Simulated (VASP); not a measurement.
Data:

```xyz
2
Lattice="3.4096 0.0000 0.0000 0.0000 3.4096 0.0000 0.0000 0.0000 3.4096" Properties=species:S:1:pos:R:3 pbc="T T T"
Lu     0.0114     0.0203     0.0017
Pd     1.6934     1.6846     1.7031
```

Calculation: PBEsol GGA, VASP's PBE PAW potentials (set 64) (plane waves; VASP). Settings: 300 eV cut-off, 7×7×7 Γ-centred mesh, Gaussian smearing of 0.14 eV, potentials Lu_3 Pd.

At this cut-off the stress carries a Pulay error, which pulls relaxed volumes low.

Task: What does the run give for the energy per atom (σ→0), pressure, largest force, band gap (on the k-mesh) with the smallest direct gap where there is one?

Result: 
The band gap (on the k-mesh) is none (metal, semimetal or under 0.01 eV). The energy per atom (σ→0) is -6.366 eV/atom, the pressure is -2.27 GPa and the largest force is 0.125 eV/Å.

The absolute energy has meaning only against runs of the same code, potentials and settings.

The structure comes from a computed database's LuPd entry; how it stands against other phases isn't given here. The cell was not relaxed at this level, atoms are displaced from their ideal sites. The electron count is odd and the run is not spin-polarised, which forces a metal.
